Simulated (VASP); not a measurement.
OSZICAR of a VASP run on Mo₁₆F:

File OSZICAR:
```
       N       E                     dE             d eps       ncg     rms          rms(c)
DAV:   1    -0.170838417516E+03   -0.17084E+03   -0.23577E-01  3624   0.166E+00    0.110E+00
DAV:   2    -0.177126592778E+03   -0.62882E+01   -0.33303E+01  3669   0.183E+01    0.122E+01
DAV:   3    -0.170571142977E+03    0.65554E+01   -0.30933E+01  3856   0.166E+01    0.901E-01
DAV:   4    -0.170772241913E+03   -0.20110E+00   -0.21203E+00  3160   0.298E+00    0.371E-01
DAV:   5    -0.170778242065E+03   -0.60002E-02   -0.11062E-01  3080   0.804E-01    0.264E-01
DAV:   6    -0.170778527642E+03   -0.28558E-03   -0.13384E-02  3160   0.282E-01    0.207E-01
DAV:   7    -0.170778086670E+03    0.44097E-03   -0.24678E-03  3192   0.123E-01    0.148E-01
DAV:   8    -0.170777832111E+03    0.25456E-03   -0.62532E-04  3208   0.673E-02    0.116E-01
DAV:   9    -0.170777657963E+03    0.17415E-03   -0.23773E-04  3152   0.435E-02    0.865E-02
DAV:  10    -0.170777506244E+03    0.15172E-03   -0.25054E-04  3096   0.467E-02    0.527E-02
DAV:  11    -0.170777456726E+03    0.49518E-04   -0.13170E-04  3176   0.340E-02    0.313E-02
DAV:  12    -0.170777433414E+03    0.23312E-04   -0.87710E-05  3056   0.267E-02    0.126E-02
DAV:  13    -0.170777431737E+03    0.16777E-05   -0.16722E-05  3056   0.128E-02    0.713E-03
DAV:  14    -0.170777431136E+03    0.60055E-06   -0.49665E-06  2056   0.790E-03
   1 F= -.17077743E+03 E0= -.17077781E+03  d E =0.112536E-02
```

Problem. Which electronic solver shows in the log?

Solution. It is blocked Davidson (ALGO = Normal, or the opening steps of other solvers). The INCAR had ALGO = Normal.

Problem. Can the final energy be trusted as converged?

Solution. The run converged. It stopped with EDIFF = 1E-6, NELM = 100 (PBE GGA, plane waves, VASP's PBE PAW potentials (set 64)). The run did not end as a converged relaxation.

The cell is a thin slab with vacuum, built from Mo (bcc): (110) face, F adsorbed.
